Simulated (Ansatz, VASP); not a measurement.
**C214N: VASP beside Ansatz**

Aim: how closely do two programs agree when they are given the same cell, functional and k mesh? The cell is taken from a series of runs on this material, whose earlier steps may have relaxed, scaled, displaced or heated it; both programs get it as it stands.

Method: plane waves, with VASP 6.6.1 beside it; single point at PBE, in Ansatz 0.2.0.

## Step 1: The starting structure

The cell holds 215 atoms: 214 C and 1 N. Cell: a = 10.715 Å, b = 10.715 Å, c = 10.715 Å, α = 90.0°, β = 90.0°, γ = 90.0°. It derives from C (C (Fd-3m)). Nearest the centre at fractional (0.417, 0.417, 0.417): N215 at 1.65 Å, C105 at 1.68 Å, C106 at 1.68 Å, C107 at 1.68 Å, C16 at 2.51 Å, C39 at 2.51 Å, C86 at 2.51 Å, C31 at 2.51 Å. The cell carries charge −1.

## Step 2: Ansatz: single point, PBE

Ansatz runs on its default PAW (the set named soft_2) files.

With cell and atoms fixed, the geometry can't cause a difference; cores, projectors, grids and the points listed under the comparison can.

File input.yaml:

```yaml
crystal:
  lattice:
    - [10.71468708, 0.0, 0.0]
    - [0.0, 10.71468708, 0.0]
    - [0.0, 0.0, 10.71468708]
  atoms:
    - { symbol: C, position: [0.00010482965, 9.718325e-05, -1.792231e-05] }
    - { symbol: C, position: [-0.00011042111, 0.16667191349, 0.1665567814] }
    - { symbol: C, position: [0.16667940263, -0.00011811471, 0.16655684874] }
    - { symbol: C, position: [0.16667935056, 0.16667186591, -0.00023318144] }
    - { symbol: C, position: [0.08339932312, 0.083391861, 0.08327670972] }
    - { symbol: C, position: [0.08307238958, 0.24991549085, 0.24980024098] }
    - { symbol: C, position: [0.24992284012, 0.08306446118, 0.2498000312] }
    - { symbol: C, position: [0.24992260996, 0.24991521011, 0.08294959767] }
    - { symbol: C, position: [9.504322e-05, 8.737772e-05, 0.33332731413] }
    - { symbol: C, position: [0.00034561222, 0.16695061357, 0.49989381716] }
    - { symbol: C, position: [0.16695847787, 0.00033720289, 0.49989440158] }
    - { symbol: C, position: [0.16612001294, 0.1661113338, 0.33299650673] }
    - { symbol: C, position: [0.08332473794, 0.08331641417, 0.41659223193] }
    - { symbol: C, position: [0.08439256806, 0.25042924449, 0.58259147008] }
    - { symbol: C, position: [0.25043679565, 0.08438339342, 0.58259222375] }
    - { symbol: C, position: [0.25095118772, 0.25094494033, 0.41376739468] }
    - { symbol: C, position: [0.00027571594, 0.00026779745, 0.66664674453] }
    - { symbol: C, position: [0.00026205181, 0.16687699506, 0.83322448576] }
    - { symbol: C, position: [0.1668847642, 0.00025435229, 0.83322439413] }
    - { symbol: C, position: [0.16721644967, 0.1672078254, 0.66628638911] }
    - { symbol: C, position: [0.08368200909, 0.08367426956, 0.74980962062] }
    - { symbol: C, position: [0.08353428865, 0.25014048703, 0.91655291247] }
    - { symbol: C, position: [0.25014809586, 0.08352669789, 0.91655296844] }
    - { symbol: C, position: [0.25061239631, 0.25060439128, 0.74948367876] }
    - { symbol: C, position: [9.503792e-05, 0.33344237409, -2.79075e-05] }
    - { symbol: C, position: [0.00034524825, 0.50000924502, 0.16683550801] }
    - { symbol: C, position: [0.16612007439, 0.33311185197, 0.16599706048] }
    - { symbol: C, position: [0.1669582948, 0.50000929222, 0.00022203387] }
    - { symbol: C, position: [0.08332444032, 0.41670714304, 0.08320145533] }
    - { symbol: C, position: [0.08439177872, 0.58270717901, 0.25031398472] }
    - { symbol: C, position: [0.250950835, 0.41388224844, 0.25082925169] }
    - { symbol: C, position: [0.25043664638, 0.58270745103, 0.08426883641] }
    - { symbol: C, position: [0.00011581266, 0.33347801087, 0.33336298468] }
    - { symbol: C, position: [0.00025102144, 0.5001728812, 0.50005749504] }
    - { symbol: C, position: [0.16820612663, 0.33444455647, 0.49887653252] }
    - { symbol: C, position: [0.16820530254, 0.49899231874, 0.33432875006] }
    - { symbol: C, position: [0.0838867523, 0.41681401895, 0.416698585] }
    - { symbol: C, position: [0.0833405428, 0.583612393, 0.58349693857] }
    - { symbol: C, position: [0.25111287239, 0.41828508586, 0.58261767345] }
    - { symbol: C, position: [0.25111132061, 0.58273437125, 0.41817020973] }
    - { symbol: C, position: [0.00047909742, 0.33365424995, 0.66644285629] }
    - { symbol: C, position: [-2.319289e-05, 0.50008969435, 0.83366183214] }
    - { symbol: C, position: [0.16690191135, 0.3335535232, 0.83323771021] }
    - { symbol: C, position: [0.16583676634, 0.49993035839, 0.66762725337] }
    - { symbol: C, position: [0.08308836687, 0.41699745011, 0.75046957124] }
    - { symbol: C, position: [0.08356468529, 0.58347851962, 0.91688139108] }
    - { symbol: C, position: [0.2502534119, 0.4168247125, 0.9166698032] }
    - { symbol: C, position: [0.25011770668, 0.58355436088, 0.75020012272] }
    - { symbol: C, position: [0.0002755213, 0.66676189431, 0.00015275864] }
    - { symbol: C, position: [0.00026195316, 0.83333960834, 0.16676190263] }
    - { symbol: C, position: [0.16721569548, 0.66640205417, 0.16709303718] }
    - { symbol: C, position: [0.16688467292, 0.83333957988, 0.00013919352] }
    - { symbol: C, position: [0.08368178217, 0.74992488124, 0.08355904687] }
    - { symbol: C, position: [0.08353428084, 0.91666795695, 0.25002540561] }
    - { symbol: C, position: [0.25061206837, 0.74959909244, 0.25048945443] }
    - { symbol: C, position: [0.25014809932, 0.91666797954, 0.08341149077] }
    - { symbol: C, position: [0.00047881544, 0.66655832623, 0.33353924607] }
    - { symbol: C, position: [-2.332106e-05, 0.83377700148, 0.49997470629] }
    - { symbol: C, position: [0.16583617304, 0.66774306613, 0.49981543651] }
    - { symbol: C, position: [0.16690176848, 0.83335301, 0.33343868435] }
    - { symbol: C, position: [0.08308790189, 0.75058492991, 0.41688250363] }
    - { symbol: C, position: [0.08356472917, 0.9169965454, 0.58336343334] }
    - { symbol: C, position: [0.25011731478, 0.7503152606, 0.5834393774] }
[... 36 lines left out ...]
    - { symbol: C, position: [0.49899877578, 0.33444395734, 0.16808240262] }
    - { symbol: C, position: [0.50018013315, 0.50017265417, 0.00012848992] }
    - { symbol: C, position: [0.4168206878, 0.41681373679, 0.0837642179] }
    - { symbol: C, position: [0.41829216003, 0.58273291204, 0.25099041647] }
    - { symbol: C, position: [0.58274081626, 0.41828550133, 0.25098898397] }
    - { symbol: C, position: [0.58361992597, 0.5836122374, 0.08321788101] }
    - { symbol: "N", position: [0.32764642111, 0.3276368826, 0.32752226404] }
    - { symbol: C, position: [0.32619916094, 0.50755310737, 0.50743689905] }
    - { symbol: C, position: [0.5075595706, 0.32619172704, 0.5074378773] }
    - { symbol: C, position: [0.50755898316, 0.50755128727, 0.32607743502] }
    - { symbol: C, position: [0.41592305019, 0.58282200435, 0.58270670438] }
    - { symbol: C, position: [0.58282971162, 0.41591486293, 0.58270772632] }
    - { symbol: C, position: [0.58282914417, 0.58282150249, 0.41580006851] }
    - { symbol: C, position: [0.33404548525, 0.33403776457, 0.66589375412] }
    - { symbol: C, position: [0.33355860195, 0.50014389679, 0.83331711399] }
    - { symbol: C, position: [0.5001515375, 0.33355082018, 0.83331728903] }
    - { symbol: C, position: [0.49979511921, 0.49978756589, 0.66604099336] }
    - { symbol: C, position: [0.4168917588, 0.41688423232, 0.74956946803] }
    - { symbol: C, position: [0.41683932969, 0.58337792043, 0.916771112] }
    - { symbol: C, position: [0.58338550423, 0.41683170847, 0.91677121652] }
    - { symbol: C, position: [0.58317743899, 0.58316984371, 0.74968172739] }
    - { symbol: C, position: [0.33366196884, 0.66655828679, 0.00035601693] }
    - { symbol: C, position: [0.33356127635, 0.83335300939, 0.16677914954] }
    - { symbol: C, position: [0.49993763266, 0.66774267951, 0.16571417445] }
    - { symbol: C, position: [0.50009742649, 0.83377692824, -0.00014606324] }
    - { symbol: C, position: [0.41700502603, 0.75058483351, 0.08296543902] }
    - { symbol: C, position: [0.41683226124, 0.91678494786, 0.25013082802] }
    - { symbol: C, position: [0.58356197378, 0.75031537589, 0.24999503697] }
    - { symbol: C, position: [0.58348613748, 0.9169965748, 0.0834419563] }
    - { symbol: C, position: [0.33404520573, 0.66600890956, 0.33392274246] }
    - { symbol: C, position: [0.333558522, 0.83343214246, 0.50002895777] }
    - { symbol: C, position: [0.49979530496, 0.66615586912, 0.49967250427] }
    - { symbol: C, position: [0.50015146514, 0.83343226264, 0.33343601786] }
    - { symbol: C, position: [0.41689188005, 0.74968461156, 0.41676912901] }
    - { symbol: C, position: [0.41683934304, 0.91688595339, 0.58326309189] }
    - { symbol: C, position: [0.5831774405, 0.74979665947, 0.58305475801] }
    - { symbol: C, position: [0.58338544537, 0.9168861192, 0.41671690997] }
    - { symbol: C, position: [0.33372566931, 0.66771903227, 0.66760394384] }
    - { symbol: C, position: [0.33357429012, 0.83378354117, 0.83366867193] }
    - { symbol: C, position: [0.50013269117, 0.66682261713, 0.83336720598] }
    - { symbol: C, position: [0.5001326606, 0.83348215547, 0.66670763318] }
    - { symbol: C, position: [0.41671904403, 0.75064641959, 0.75053159868] }
    - { symbol: C, position: [0.41686271067, 0.91694460244, 0.91682986888] }
    - { symbol: C, position: [0.58352848475, 0.75019373936, 0.91665164147] }
    - { symbol: C, position: [0.58352843944, 0.91676665814, 0.75007882018] }
    - { symbol: C, position: [0.66676943221, 0.00026786851, 0.00015283235] }
    - { symbol: C, position: [0.66640891482, 0.16720843997, 0.16709323751] }
    - { symbol: C, position: [0.8333472245, 0.00025440397, 0.16676204098] }
    - { symbol: C, position: [0.83334724701, 0.16687705135, 0.00013926634] }
    - { symbol: C, position: [0.74993234984, 0.08367432816, 0.08355924589] }
    - { symbol: C, position: [0.74960623476, 0.25060468495, 0.25048961128] }
    - { symbol: C, position: [0.9166758115, 0.0835267371, 0.25002545326] }
    - { symbol: C, position: [0.91667571732, 0.25014059297, 0.08341154067] }
    - { symbol: C, position: [0.66656577294, 0.00047111622, 0.33353956606] }
    - { symbol: C, position: [0.66775012153, 0.16582895948, 0.49981522799] }
    - { symbol: C, position: [0.8337847475, -3.094934e-05, 0.4999747552] }
    - { symbol: C, position: [0.83336060032, 0.16689418256, 0.33343866] }
    - { symbol: C, position: [0.7505925293, 0.08308048977, 0.41688251038] }
    - { symbol: C, position: [0.75032305669, 0.2501099987, 0.58343959653] }
    - { symbol: C, position: [0.91700458117, 0.08355709391, 0.58336336291] }
    - { symbol: C, position: [0.91679298058, 0.25024569101, 0.41670953584] }
    - { symbol: C, position: [0.66687697403, 3.856668e-05, 0.66675433634] }
    - { symbol: C, position: [0.66681160961, 0.1668424289, 0.83353326666] }
    - { symbol: C, position: [0.83348625871, 0.00017402307, 0.83336355353] }
    - { symbol: C, position: [0.83365592839, 0.16684252441, 0.66668870792] }
    - { symbol: C, position: [0.75017245066, 0.08353123955, 0.75004982467] }
    - { symbol: C, position: [0.75002932725, 0.25014385944, 0.91692613587] }
    - { symbol: C, position: [0.91679885383, 0.08352522733, 0.91667613095] }
    - { symbol: C, position: [0.91704882814, 0.25014388283, 0.74990657704] }
    - { symbol: C, position: [0.66656581078, 0.33365431542, 0.00035615467] }
    - { symbol: C, position: [0.66775051202, 0.49993045569, 0.16571352383] }
    - { symbol: C, position: [0.83336071433, 0.33355377943, 0.16677910896] }
    - { symbol: C, position: [0.83378476732, 0.50008972641, -0.00014611691] }
    - { symbol: C, position: [0.75059263516, 0.41699759297, 0.08296515629] }
    - { symbol: C, position: [0.7503230175, 0.58355444009, 0.24999461635] }
    - { symbol: C, position: [0.91679287117, 0.41682476907, 0.25013070193] }
    - { symbol: C, position: [0.91700439573, 0.58347846815, 0.08344182334] }
    - { symbol: C, position: [0.66601596944, 0.33403772545, 0.33392258706] }
    - { symbol: C, position: [0.66616361055, 0.49978754073, 0.4996727961] }
    - { symbol: C, position: [0.83344008413, 0.33355083503, 0.50002874731] }
    - { symbol: C, position: [0.83343999567, 0.50014396786, 0.33343577108] }
    - { symbol: C, position: [0.74969196263, 0.41688412095, 0.41676909913] }
    - { symbol: C, position: [0.74980456051, 0.58316986867, 0.58305485821] }
    - { symbol: C, position: [0.91689416901, 0.41683185219, 0.58326265035] }
    - { symbol: C, position: [0.91689385832, 0.58337798631, 0.41671670529] }
    - { symbol: C, position: [0.66772696272, 0.33371786234, 0.667604548] }
    - { symbol: C, position: [0.66683032789, 0.50012501059, 0.8333671934] }
    - { symbol: C, position: [0.83379141456, 0.33356667822, 0.83366869541] }
    - { symbol: C, position: [0.83348992642, 0.50012499, 0.66670760133] }
    - { symbol: C, position: [0.7506544537, 0.41671130191, 0.7505316603] }
    - { symbol: C, position: [0.75020138615, 0.5835208408, 0.91665171966] }
    - { symbol: C, position: [0.91695262198, 0.41685502105, 0.91682971548] }
    - { symbol: C, position: [0.91677445157, 0.58352082728, 0.75007863716] }
    - { symbol: C, position: [0.66687688252, 0.66686933505, -7.63194e-05] }
    - { symbol: C, position: [0.66681138779, 0.83364809982, 0.1667276152] }
    - { symbol: C, position: [0.83365584027, 0.66680379569, 0.16672749198] }
    - { symbol: C, position: [0.83348616857, 0.83347859188, 5.903289e-05] }
    - { symbol: C, position: [0.75017238066, 0.75016476068, 0.0834162675] }
    - { symbol: C, position: [0.75002924957, 0.91704109712, 0.25002890145] }
    - { symbol: C, position: [0.91704876078, 0.75002166008, 0.2500287793] }
    - { symbol: C, position: [0.91679884648, 0.91679121746, 0.08341017085] }
    - { symbol: C, position: [0.66772667434, 0.66771903849, 0.33360308987] }
    - { symbol: C, position: [0.66683031378, 0.83348210426, 0.50001008126] }
    - { symbol: C, position: [0.83348998525, 0.66682252624, 0.5000099708] }
    - { symbol: C, position: [0.83379119428, 0.8337837176, 0.33345161711] }
    - { symbol: C, position: [0.75065418718, 0.75064649313, 0.41659645103] }
    - { symbol: C, position: [0.75020146646, 0.91676661402, 0.58340580466] }
    - { symbol: C, position: [0.91677448102, 0.75019369969, 0.5834057195] }
    - { symbol: C, position: [0.91695236388, 0.91694493535, 0.41674007246] }
    - { symbol: C, position: [0.66660926364, 0.66660155691, 0.66648657141] }
    - { symbol: C, position: [0.66681041499, 0.83343283429, 0.83331779227] }
    - { symbol: C, position: [0.83344042847, 0.66680289352, 0.83331773772] }
    - { symbol: C, position: [0.83344057311, 0.83343269527, 0.66668776008] }
    - { symbol: C, position: [0.75005654609, 0.75004891257, 0.7499338673] }
    - { symbol: C, position: [0.75014114337, 0.91684536865, 0.91673027908] }
    - { symbol: C, position: [0.91685299606, 0.75013358285, 0.91673026165] }
    - { symbol: C, position: [0.91685315739, 0.91684525437, 0.75001845269] }
  host:
    repeats: [3, 3, 3]
    atoms:
      - { symbol: C, position: [0.0, 0.0, 0.0] }
      - { symbol: C, position: [0.0, 0.5, 0.5] }
      # ... 6 more atoms of the perfect host
total_charge: -1
basis:
  ecutwfc: 420
  xc_grid: 2
hamiltonian:
  xc: pbe
kpoints:
  mp_grid: { grid: [1, 1, 1] }
magnetization:
  spin_polarized: true
  initial_magnetization: 2
  spin_locking: { lock_magnetization: hard }
scf:
  occupations: { method: fermi_dirac, width: 0.01 }
  max_iter: 60
  n_extra_bands: 16
  lower_state_search: "off"
output:
  forces: true
checkpoint:
  read: "../exc.ground.qm1_M2.run"
  write: "../exc0_qm1_M2.ground.l0.67.run"
  compress: false
  write_wavefunctions: false
  write_every: 100000
```

On the command line:

```console
ansatz run input.yaml --threads 4 --pin off --max-ram 18841MiB --backend cpu --events-out ev --progress --plain --runs-dir out
```

What it wrote:

```text
Warning: the atoms were moved onto the symmetric positions of the space group found under crystal.symmetry.tolerance 1.0e-5 (fractional; no operation is sought that the atoms, as they stand in a round, miss by more than twice it, and no atom is moved by as much as it), and the run uses the moved positions. Before a round's move an operation carried an atom to 2.83e-5 Å from where it should land, the largest such dist [...]
[...]
atom  51  C     -0.00199361    -0.00687315    -0.00199361
  atom  52  C      0.00314475    -0.00015923     0.00248990
  atom  53  C     -0.00009967    -0.00023029    -0.00009967
  atom  54  C     -0.00502868    -0.00111784    -0.00744517
  atom  55  C     -0.00137645     0.00595765    -0.00137645
  atom  56  C     -0.00744517    -0.00111784    -0.00502868
  atom  57  C     -0.00193369    -0.00365881    -0.01260454
  atom  58  C      0.00742360    -0.00172971     0.01465286
  atom  59  C      0.05804363    -0.01258594     0.04869603
  atom  60  C     -0.00122945     0.00873756    -0.00187482
  atom  61  C      0.01784073    -0.02010955    -0.01924728
  atom  62  C      0.00282796    -0.00017789     0.00041062
  atom  63  C     -0.00571450     0.00336372     0.01025060
  atom  64  C      0.00436570    -0.00120843    -0.00010417
  atom  65  C      0.00749954     0.00531139     0.00531139
  atom  66  C      0.00517288     0.00317248     0.00317248
  atom  67  C      0.00139303     0.00214101     0.00432351
  atom  68  C      0.00139303     0.00432351     0.00214101
  atom  69  C     -0.00125548    -0.00128439    -0.00128439
  atom  70  C     -0.00529610    -0.00314861    -0.00314861
  atom  71  C      0.00160232     0.00314917    -0.00108142
  atom  72  C      0.00160232    -0.00108142     0.00314917
  atom  73  C      0.02787052    -0.00575649    -0.00575649
  atom  74  C      0.13712998    -0.01693919    -0.01693919
[...]
atom 208  C      0.00973484     0.00973484     0.00973484
  atom 209  C      0.00233116     0.00582019     0.00582019
  atom 210  C      0.00582019     0.00233116     0.00582019
  atom 211  C      0.00582019     0.00582019     0.00233116
  atom 212  C     -0.00253543    -0.00253543    -0.00253543
  atom 213  C     -0.00334423    -0.00163633    -0.00163633
  atom 214  C     -0.00163633    -0.00334423    -0.00163633
  atom 215  C     -0.00163633    -0.00163633    -0.00334423
  max |Σ_I F_I| component: 2.31e-5 eV/Å
```

(Part 1 of 2 ends here.)

[Lines on the potential files, build, host, timing and source positions are cut from VASP's logs without a mark.]

[Logs are printed without paths, hosts, clocks, repeated set-up lines and the standing remarks that a program may print on its own settings, such as how far it seeks lower states.]

[Hosts, paths, dates, database ids (printed as entryN), source tags and the programs' standing remarks are cut or masked in the printed files.]
